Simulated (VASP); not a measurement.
# A VASP study of LiRh (r2SCAN + rVV10): structure first, properties next

Wanted: the relaxed cell of LiRh and its properties. The steps: relaxing cell and atoms (r2SCAN + rVV10), second relaxation, density, ELF and potential (r2SCAN + rVV10), band structure (r2SCAN + rVV10), total and projected DOS (r2SCAN + rVV10), zone-centre phonons (r2SCAN + rVV10) and electric field gradients (r2SCAN + rVV10). The start is a computed cell from the Materials Project.

Method: r2SCAN with rVV10; plane waves and PAW (Li_sv, Rh_pv), in VASP 6.6.1.

Report form: the programs' logs are mostly left out.

### 1. The starting structure

Before any relaxation, the start is as follows. Symmetry: P-6m2, No. 187, hexagonal system. Conventional cell: a = 2.652 Å, b = 2.652 Å, c = 4.327 Å, α = 90.00°, β = 90.00°, γ = 120.00°. Nearest to Li lie 6 Rh at 2.65 Å and 6 Li at 2.65 Å. Rh has 6 Li at 2.65 Å and 6 Rh at 2.65 Å nearest. Farther neighbours are not listed.

### 2. Relaxing cell and atoms (r2SCAN + rVV10)

The start need not lie at this functional's minimum. ISIF = 3 frees volume, shape and positions, and EDIFFG sets the threshold on forces and stress at which the search stops. r2SCAN adds the kinetic-energy density, costs more than a GGA and is run with LASPH. LUSE_VDW switches on a nonlocal correlation term for dispersion.

INCAR reads:

```
SYSTEM = LiRh
PREC = Accurate
ENCUT = 650
EDIFF = 1E-06
NELM = 100
ISMEAR = 1
SIGMA = 0.2
LREAL = .FALSE.
ALGO = Normal
METAGGA = R2SCAN
LUSE_VDW = .TRUE.
IVDW_NL = 2
BPARAM = 11.95
CPARAM = 0.0093
LASPH = .TRUE.
NBANDS = 15
LORBIT = 11
LWAVE = .FALSE.
LCHARG = .FALSE.
KPAR = 2
IBRION = 2
NSW = 60
ISIF = 3
EDIFFG = -0.01
```

POSCAR reads:

```
LiRh
1.0
    2.6523004602      0.0000000000      0.0000000000
   -1.3261502301      2.2969595770      0.0000000000
    0.0000000000      0.0000000000      4.3266044100
Li Rh
1 1
Direct
    0.0000000000      0.0000000000      0.5000000000
    0.6666666700      0.3333333300      0.0000000000
```

KPOINTS reads:

```
Automatic mesh
0
Gamma
10 10 5
0 0 0
```

PAW data sets: Li_sv and Rh_pv (PBE family, release 64).

Run with:

```
$ mpirun -np 2 vasp_std
```

Run time: 3.6 min. Hardware: 2 MPI ranks of Intel Xeon 6975P-C (Granite Rapids), shared host; peak memory 0.53 GiB; 7.2 min of CPU time.

The k-mesh is coarse for a metal. The PAW data sets were made with PBE, which is usual practice but a small mismatch for other functionals. The run keeps the 12 symmetry operations of its start, so it cannot find a distortion of lower symmetry.

Relaxation path:

```
step  energy less that of the first step (eV)  largest force (eV/Å)  pressure (GPa)  volume (Å³)
   1                                   0.0000                0.0000           -1.60        26.36
   2                                  -0.0009                0.0000            0.93        25.86
   3                                  -0.0015                0.0000           -0.13        26.06
   4                                  -0.0015                0.0000           -0.04        26.04
   5                                  -0.0016                0.0000           -0.01        26.02
   6                                  -0.0016                0.0000            0.01        26.00
```

```
conventional cell, symmetrised  before  after  change
                         a (Å)   2.652  2.642  -0.4 %
                         b (Å)   2.652  2.642  -0.4 %
                         c (Å)   4.327  4.300  -0.6 %
              volume (Å³/atom)   13.18  13.00  -1.4 %
```

The relaxed structure:

```cif
data_structure
_symmetry_space_group_name_H-M 'P 1'
_symmetry_Int_Tables_number 1
_cell_length_a 2.6423
_cell_length_b 2.6423
_cell_length_c 4.3000
_cell_angle_alpha 90.000
_cell_angle_beta 90.000
_cell_angle_gamma 120.000
_cell_volume 26.00
loop_
_atom_site_label
_atom_site_type_symbol
_atom_site_fract_x
_atom_site_fract_y
_atom_site_fract_z
_atom_site_occupancy
Li1 Li 0.00000 0.00000 0.50000 1
Rh2 Rh 0.66667 0.33333 0.00000 1
```

Numbers from this step:

```
electrons                       : 18
bands                           : 15
irreducible k points            : 42
symmetry operations             : 12
free energy (TOTEN)             : -26.40 eV
energy at zero smearing         : -26.40 eV
Fermi energy                    : 6.724 eV
pressure                        : 0.008799 GPa
metallic                        : yes
SCF cycles over all ionic steps : 50
```

It ends with forces that vanish by symmetry and a pressure of 0.01 GPa.

### 3. Second relaxation

The basis stayed that of the start cell while the cell moved. A rerun from the cell reached resets it; the error of the finite cutoff stays.

INCAR is that of step 2.

POSCAR reads:

```
LiRh
1.0
    2.6423209497      0.0000000000      0.0000000000
   -1.3211604748      2.2883170673      0.0000000000
    0.0000000000      0.0000000000      4.3000015299
Li Rh
1 1
Direct
    0.0000000000      0.0000000000      0.5000000000
    0.6666666700      0.3333333300      0.0000000000
```

KPOINTS is that of step 2.

Run with:

```
$ mpirun -np 2 vasp_std
```

It took 49 s on 2 MPI ranks; peak memory 0.51 GiB; 95 s of CPU time.

Little changed from the start: no atom moved by 0.005 Å and no cell edge by 0.1 %.

Numbers from this step:

```yaml
pressure: 0.006835 GPa
scf_cycles_over_all_ionic_steps: 15
```

It ends with forces that vanish by symmetry and a pressure of 0.01 GPa. The volume moved by under 0.01 %: the run met its threshold at the first step.

### 4. Density, ELF and potential (r2SCAN + rVV10)

A single point on the relaxed cell gives a clean self-consistent state, with density, ELF and potential written out.

INCAR, as its differences from that of step 3:

```diff
@@ -18,7 +18,5 @@
 LWAVE = .FALSE.
-LCHARG = .FALSE.
-KPAR = 2
-IBRION = 2
-NSW = 60
-ISIF = 3
-EDIFFG = -0.01
+LCHARG = .TRUE.
+ISIF = 2
+LELF = .TRUE.
+LVHAR = .TRUE.
```

POSCAR is that of step 3.

KPOINTS is that of step 3.

Run with:

```
$ mpirun -np 2 vasp_std
```

Elapsed: 40 s, on 2 MPI ranks; peak memory 0.4 GiB; 77 s of CPU time.

Numbers from this step:

```
electronic steps : 15
bands            : 16
pressure         : 0.006841 GPa
```

Valence electrons inside each PAW sphere by angular momentum. Sphere charges, by row:

```
atom  s (e)  p (e)  d (e)  tot (e)
 Li1  2.036   0.03      0    2.067
 Rh2  0.467  6.219  7.183    13.87
```

Electrostatic potential energy in the ac plane at fractional y = 0.000, with atoms of Li within 0.2 Å of it. With pseudopotentials it is smooth inside the atoms' cores, unlike the true potential.

Ten even steps from '_' (-35 eV) to '@' (2 eV):
```
@@@@@@%%++::..__..::++%%@@@@
@@@@@@@@**==--::--==**%%@@@@
@@@@@@@@%%##++++++##%%@@@@@@
@@@@@@@@@@@@%%%%%%@@@@@@@@@@
@@@@@@@@@@@@@@@@@@@@@@@@@@@@
@@@@@@@@@@@@@@@@@@@@@@@@@@@@
%%%%%%@@@@@@@@@@@@@@@@@@%%%%
**##%%%%@@@@@@@@@@@@@@%%%%##
..::**%%%%@@@@@@@@@@%%%%**::
____::##%%@@@@@@@@@@%%##::__
______**%%%%@@@@@@%%%%**____
____::##%%@@@@@@@@@@%%##::__
..::**%%%%@@@@@@@@@@%%%%**::
**##%%%%@@@@@@@@@@@@@@%%%%##
%%%%%%@@@@@@@@@@@@@@@@@@%%%%
@@@@@@@@@@@@@@@@@@@@@@@@@@@@
@@@@@@@@@@@@@@@@@@@@@@@@@@@@
@@@@@@@@@@@@%%%%%%@@@@@@@@@@
@@@@@@@@%%##++++++##%%@@@@@@
@@@@@@@@**==--::--==**%%@@@@
@@@@@@%%++::..__..::++%%@@@@
@@@@@@##==::______::==##@@@@
```
Columns run along a (2.6 Å; values clipped at the 3rd and 97th percentile), rows up along c (4.3 Å). Atoms in or near the plane, at fractional coordinates: Li at (0.00, 0.50).

Valence density in the ac plane at fractional y = 0.000, with atoms of Li within 0.2 Å of it. It is the smooth field of the valence electrons, not physical close to the nuclei.

Ten steps, logarithmic in the rise over the least value, from '0' (0 e/Å³) to '9' (11 e/Å³):
```
22234556554322
22233455543322
22223344433222
11122233322211
11111222221111
11111111111111
00000111110000
22100000000012
66310000000136
98620000000268
99730000000379
98620000000268
66310000000136
22100000000012
00000111110000
11111111111111
11111222221111
11122233322211
22223344433222
22233455543322
22234556554322
22234566654322
```
Columns run along a (2.6 Å), rows up along c (4.3 Å). Atoms in or near the plane, at fractional coordinates: Li at (0.00, 0.50).

ELF in the ac plane at fractional y = 0.000, with atoms of Li within 0.2 Å of it. It is the smooth field of the valence electrons, not physical close to the nuclei.

Ten even steps from '_' (0.0) to '@' (1.0):
```
--::::::::----------::::::::
--::::::::----------::::::::
----::::::::------::::::::--
----::::::::::::::::::::::--
------::::::::::::::::::----
....::::--------------::::..
______..::----------::..____
__________::------::________
##++..______::::::______..++
@@@@**______......______**@@
@@@@%%..______..______..%%@@
@@@@**______......______**@@
##++..______::::::______..++
__________::------::________
______..::----------::..____
....::::--------------::::..
------::::::::::::::::::----
----::::::::::::::::::::::--
----::::::::------::::::::--
--::::::::----------::::::::
--::::::::----------::::::::
--::::::::----------::::::::
```
Columns run along a (2.6 Å), rows up along c (4.3 Å). Atoms in or near the plane, at fractional coordinates: Li at (0.00, 0.50).

In this run the pressure is 0.01 GPa, small enough to go on.

### 5. Band structure (r2SCAN + rVV10)

The mesh alone shows little of the dispersion and can miss band extrema, so KPOINTS_OPT adds a path through the symmetry points after the self-consistent cycle.

INCAR, as its differences from that of step 4:

```diff
@@ -15,8 +15,6 @@
 LASPH = .TRUE.
-NBANDS = 15
+NBANDS = 21
 LORBIT = 11
 LWAVE = .FALSE.
-LCHARG = .TRUE.
-ISIF = 2
-LELF = .TRUE.
-LVHAR = .TRUE.
+LCHARG = .FALSE.
+KPAR = 2
```

POSCAR is that of step 4.

KPOINTS is that of step 4.

KPOINTS_OPT reads:

```
Line mode
16
Line-mode
Reciprocal
  0.00000000   0.00000000   0.00000000 GAMMA
  0.50000000   0.00000000   0.00000000 M

  0.50000000   0.00000000   0.00000000 M
  0.33333333   0.33333333   0.00000000 K

  0.33333333   0.33333333   0.00000000 K
  0.00000000   0.00000000   0.00000000 GAMMA

  0.00000000   0.00000000   0.00000000 GAMMA
  0.00000000   0.00000000   0.50000000 A

  0.00000000   0.00000000   0.50000000 A
  0.50000000   0.00000000   0.50000000 L

  0.50000000   0.00000000   0.50000000 L
  0.33333333   0.33333333   0.50000000 H

  0.33333333   0.33333333   0.50000000 H
  0.00000000   0.00000000   0.50000000 A

  0.50000000   0.00000000   0.50000000 L
  0.50000000   0.00000000   0.00000000 M

  0.33333333   0.33333333   0.00000000 K
  0.33333333   0.33333333   0.50000000 H
```

Run with:

```
$ mpirun -np 2 vasp_std
```

Wall time 93 s (2 MPI ranks); peak memory 0.52 GiB; 3 min of CPU time.

Spin-orbit coupling is off here; it would split degenerate levels.

Numbers from this step:

| Item | Value |
| --- | --- |
| bands | 21 |
| pressure | 0.004923 GPa |

The electronic bands at the labelled points (eV, zero at the Fermi level; # counts the bands kept):

```
          point     #2     #3     #4     #5     #6    #7     #8
              Γ  -3.83  -2.21  -2.21   0.27   0.27  0.77   8.42
0.47 of the way  -3.36  -2.47  -2.33  -0.75  -0.08  4.51   8.19
              M  -3.82  -2.17  -0.48   1.60   1.67  5.33   8.52
0.53 of the way  -3.45  -1.97  -1.39  -0.88   3.62  5.80   9.40
              K  -2.62  -2.56  -2.51  -1.73   4.41  5.55   8.56
0.47 of the way  -3.39  -2.94  -2.66  -0.59   0.82  6.12   8.21
              Γ  -3.83  -2.21  -2.21   0.27   0.27  0.77   8.42
0.47 of the way  -3.56  -2.20  -2.20  -0.31   0.25  0.25  10.06
              A  -2.63  -2.20  -2.20  -2.02   0.23  0.23  12.96
0.53 of the way  -3.24  -1.97  -1.69  -0.35  -0.22  1.11  12.62
              L  -3.99  -0.82  -0.57   1.60   2.02  2.52   8.84
0.47 of the way  -3.72  -1.37  -0.77  -0.48   2.76  4.97   8.32
              H  -2.64  -2.59  -2.44  -0.70   3.89  6.64   8.05
0.47 of the way  -3.34  -3.14  -1.45  -0.70   0.99  1.57  11.75
              A  -2.63  -2.20  -2.20  -2.02   0.23  0.23  12.96
      jump to L  -3.99  -0.82  -0.57   1.60   2.02  2.52   8.84
0.53 of the way  -3.90  -1.68  -0.52   1.60   1.80  4.12   8.71
              M  -3.82  -2.17  -0.48   1.60   1.67  5.33   8.52
      jump to K  -2.62  -2.56  -2.51  -1.73   4.41  5.55   8.56
0.47 of the way  -2.69  -2.57  -2.46  -1.34   4.92  5.15   8.31
              H  -2.64  -2.59  -2.44  -0.70   3.89  6.64   8.05
```

Of the projections kept (Li, Rh), the largest for each band there; the rest of the weight can lie on other orbitals:

```
point       #2       #3       #4       #5       #6       #7       #8
    Γ  Rh 0.95  Rh 1.00  Rh 1.00  Rh 1.00  Rh 1.00  Rh 0.87  Rh 0.83
    M  Rh 0.99  Rh 0.98  Rh 1.00  Rh 1.00  Rh 0.90  Rh 0.92  Rh 0.88
    K  Rh 1.00  Rh 0.99  Rh 1.00  Rh 0.99  Rh 0.79  Rh 0.91  Rh 0.86
    Γ  Rh 0.95  Rh 1.00  Rh 1.00  Rh 1.00  Rh 1.00  Rh 0.87  Rh 0.83
    A  Rh 0.99  Rh 1.00  Rh 1.00  Rh 0.57  Rh 1.00  Rh 1.00  Rh 0.85
    L  Rh 0.98  Rh 1.00  Rh 1.00  Rh 1.00  Rh 0.68  Rh 0.96  Rh 0.98
```

There is no gap at this level.

### 6. Total and projected DOS (r2SCAN + rVV10)

A density of states needs more k-points than a total energy; ISMEAR = -5 takes tetrahedra, and LORBIT projects the states on the PAW spheres. The mesh is finer than in the run before.

INCAR, as its differences from that of step 5:

```diff
@@ -5,3 +5,3 @@
 NELM = 100
-ISMEAR = 1
+ISMEAR = -5
 SIGMA = 0.2
@@ -20 +20,2 @@
 KPAR = 2
+NEDOS = 2001
```

POSCAR is that of step 5.

KPOINTS reads:

```
Automatic mesh
0
Gamma
14 14 8
0 0 0
```

Run with:

```
$ mpirun -np 2 vasp_std
```

The job ended after 2 min (2 MPI ranks; peak memory 0.61 GiB).

With tetrahedra the forces and stress of a metal are not exact derivatives of the energy.

Numbers from this step:

```yaml
electronic_steps: 16
irreducible_k_points: 120
free_energy_toten: -26.44 eV
fermi_energy: 6.657 eV
pressure: -0.4442 GPa
dos_at_the_fermi_level: 1.569 states/eV/cell
```

The density of states has structure finer than the step of the table below, so its rows give means over 0.5 eV, whole bins alone (the curve runs from -12.0 to 7.95 eV). Peaks (eV: height): total -4.47: 1.68, -3.25: 3.88, -2.02: 3.60, -0.10: 2.06; Rh d -3.25: 2.66, -2.02: 2.51, -0.54: 2.12, -0.10: 1.78; Rh p -3.16: 0.0799, -2.02: 0.172, -0.27: 0.0966, 5.67: 0.0832; Rh s -4.47: 0.251, -3.16: 0.0544, -1.93: 0.114; Li s -3.25: 0.0584, 2.17: 0.0121.

States under -12.0 eV and over 7.9 eV are left out. Density of states against energy, zero at the Fermi level; means over each step; values in states/eV/cell:

```
energy (eV)   total    Rh d     Rh p     Rh s     Li s
       -6.5       0       0        0        0        0
       -6.0  0.0963  0.0116   9.2e-4   0.0429  0.00182
       -5.5   0.204  0.0270  0.00449   0.0863  0.00343
       -5.0   0.718   0.414   0.0111    0.122  0.00441
       -4.5    1.36   0.824   0.0312    0.194  0.00704
       -4.0    1.18   0.814   0.0299   0.0802  0.00569
       -3.5    2.89    2.11   0.0486   0.0207   0.0291
       -3.0    1.79    1.22   0.0482   0.0328   0.0261
       -2.5    1.79    1.25   0.0515   0.0784   0.0109
       -2.0    2.81    1.95   0.0996    0.100   0.0111
       -1.5    2.17    1.60   0.0693   0.0749  0.00603
       -1.0    2.07    1.65   0.0523   0.0513  0.00345
       -0.5    2.09    1.77   0.0607   0.0236  0.00294
        0.0    1.55    1.33   0.0532   0.0174  0.00233
        0.5   0.663   0.494   0.0429   0.0108  0.00440
        1.0   0.655   0.428   0.0457   0.0103  0.00887
        1.5   0.680   0.388   0.0491   0.0101   0.0112
        2.0   0.743   0.327   0.0693   0.0124   0.0118
        2.5   0.741   0.276   0.0741   0.0136   0.0106
        3.0   0.693   0.226   0.0757   0.0136  0.00831
        3.5   0.631   0.182   0.0731   0.0139  0.00625
        4.0   0.531   0.137   0.0678   0.0134  0.00422
        4.5   0.392  0.0951   0.0608   0.0112  0.00301
        5.0   0.348  0.0834   0.0596   0.0104  0.00290
        5.5   0.471   0.115   0.0704   0.0172  0.00415
        6.0   0.481   0.110   0.0607   0.0213  0.00360
        6.5   0.189  0.0385   0.0245  0.00761   9.5e-4
        7.0  0.0655  0.0123  0.00881  0.00282   2.7e-4
        7.5   0.105  0.0206   0.0122  0.00321   4.9e-4
```

The finer mesh and the other smearing move the Fermi level by -0.07 eV from the 10×10×5 run, one measure of the sampling error in the zero of the bands above. Of the states within 0.3 eV of the Fermi level, the largest shares in the PAW spheres are Rh d 85 %. The rest lies in smaller channels or between the spheres.

### 7. Zone-centre phonons (r2SCAN + rVV10)

Zone-centre modes test whether the atoms sit at a minimum within this cell. IBRION = 6 takes the force constants from differences of forces between displaced cells, so the forces must be tight.

INCAR reads:

```
SYSTEM = LiRh
PREC = Accurate
ENCUT = 650
EDIFF = 1E-08
NELM = 100
ISMEAR = 1
SIGMA = 0.2
LREAL = .FALSE.
ALGO = Normal
METAGGA = R2SCAN
LUSE_VDW = .TRUE.
IVDW_NL = 2
BPARAM = 11.95
CPARAM = 0.0093
LASPH = .TRUE.
NBANDS = 15
LORBIT = 11
LWAVE = .FALSE.
LCHARG = .FALSE.
KPAR = 2
IBRION = 6
NFREE = 2
POTIM = 0.015
ISIF = 2
NSW = 1
```

POSCAR is that of step 6.

KPOINTS reads:

```
Automatic mesh
0
Gamma
17 17 9
0 0 0
```

Run with:

```
$ mpirun -np 2 vasp_std
```

Run time: 29 min. Hardware: 2 MPI ranks; peak memory 1.4 GiB.

The last energy, forces, stress and levels in OUTCAR belong to the last displaced cell, not to the cell of POSCAR.

Numbers from this step:

| Item | Value |
| --- | --- |
| bands | 15 |
| irreducible k points | 165 |
| pressure of the cell | -0.3203 GPa |
| largest force of the cell | 0 eV/Å |

The modes at Γ (shares of kinetic energy by element, %) (negative means imaginary):

```
mode  frequency (cm⁻¹)  symmetry  Li %  Rh %
   1              -6.8  acoustic     7    93
   2              -2.4  acoustic     7    93
   3              -2.4  acoustic     7    93
   4             176.6        E'    93     7
   5             176.6        E'    93     7
   6             431.8      A2''    93     7
```

Displacements in mode 5 (176.6 cm⁻¹), the largest set to 1:
```
Li1  1.00  0.25  0.00
Rh2 -0.07 -0.02  0.00
```

Displacements in mode 6 (431.8 cm⁻¹), the largest set to 1:
```
Li1  0.00  0.00  1.00
Rh2  0.00  0.00 -0.07
```

The three acoustic modes lie within 6.8 cm⁻¹ of zero, and all others are real. By the characters of their eigenvectors the optical modes sort into (cm⁻¹) Raman active: E' 177; infrared active: E' 177, A2'' 432.

### 8. Electric field gradients (r2SCAN + rVV10)

Field gradients probe how far the charge around each nucleus departs from cubic symmetry; LASPH keeps the non-spherical terms inside the spheres.

INCAR, as its differences from that of step 7:

```diff
@@ -3,3 +3,3 @@
 ENCUT = 650
-EDIFF = 1E-08
+EDIFF = 1E-07
 NELM = 100
@@ -20,6 +20,2 @@
 KPAR = 2
-IBRION = 6
-NFREE = 2
-POTIM = 0.015
-ISIF = 2
-NSW = 1
+LEFG = .TRUE.
```

POSCAR is that of step 7.

KPOINTS reads:

```
Automatic mesh
0
Gamma
10 10 5
0 0 0
```

Run with:

```
$ mpirun -np 2 vasp_std
```

Elapsed: 59 s, on 2 MPI ranks; peak memory 0.49 GiB.

Numbers from this step:

```
electronic steps     : 17
irreducible k points : 42
free energy (TOTEN)  : -26.40 eV
Fermi energy         : 6.724 eV
pressure             : 0.005683 GPa
```

Electric field gradients, by row:

```
atom  Vxx (V/Å²)  Vyy (V/Å²)  Vzz (V/Å²)  asymmetry
 Li1       0.685       0.682      -1.368      0.002
 Rh2      -5.917      -5.916       11.83          0
```

The largest gradient, 11.83 V/Å², sits on Rh2; the stable nuclei of Rh have no quadrupole moment in their ground state, so NMR and NQR don't see it.

### 9. Outcome

- relaxed volume: 13.00 Å³/atom
- relaxed conventional cell a, b, c: 2.642, 2.642, 4.300 Å; angles 90.0, 90.0, 120.0°
- space group after relaxing, within 0.02 Å: P-6m2 (No. 187)
- band gap: none, a metal
- DOS at the Fermi level: 1.57 states/eV/cell
- highest zone-centre mode: 432 cm⁻¹
- largest field gradient Vzz: 11.83 V/Å² on Rh2

In words: With r2SCAN + rVV10, LiRh relaxes to 13.00 Å³/atom in space group P-6m2 (held by the symmetry of the run) and comes out as a metal. Band structure (r2SCAN + rVV10): Of the bands kept, 2 cross the Fermi level on this path. Zone-centre phonons (r2SCAN + rVV10): The highest mode in this list at Γ, 431.8 cm⁻¹, is mostly motion of Li (93 % of the kinetic energy). Spin-orbit coupling is left out; it would split some degenerate bands. The k-sampling is coarse for a metal, so the Fermi level, pressures and the shape of the cell carry errors. Modes at Γ alone can't show that the crystal is stable at other wave vectors. No search among competing phases was made, and a listed structure need not be the one stable at ambient conditions. All values are for a static lattice at zero temperature.

[Lines on the potential files, build, host, timing and source positions are cut from VASP's logs without a mark.]

[Logs are printed without paths, hosts, clocks, repeated set-up lines and the standing remarks that a program may print on its own settings, such as how far it seeks lower states.]

[Hosts, paths, dates, database ids (printed as entryN), source tags and the programs' standing remarks are cut or masked in the printed files.]

[A measured line is paired with the nearest computed mode of its activity, which favours agreement.]
